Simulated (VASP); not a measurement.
Input:

```
RuSi
1.0
    4.73154     0.00000     0.00000
    0.00000     4.73154     0.00000
    0.00000     0.00000     4.73154
Si Ru
4 4
Direct
  0.16228   0.33772   0.66228
  0.33772   0.66228   0.16228
  0.66228   0.16228   0.33772
  0.83772   0.83772   0.83772
  0.87036   0.62964   0.37036
  0.62964   0.37036   0.87036
  0.37036   0.87036   0.62964
  0.12964   0.12964   0.12964
```

Calculation: PBE GGA, VASP's PBE PAW potentials (set 64) (plane waves; VASP). Run with 400 eV cut-off, 4×4×4 Γ-centred mesh, Gaussian smearing of 0.050 eV, potentials Si Ru_pv.

Estimate the energy per atom (σ→0).

```json
{
  "energy per atom (σ→0)": "-7.960 eV/atom"
}
```

Only differences to runs with the same potentials and settings are physical.

The structure comes from a computed database's SiRu entry (P2_13); how it stands against other phases isn't given here. It was relaxed first.
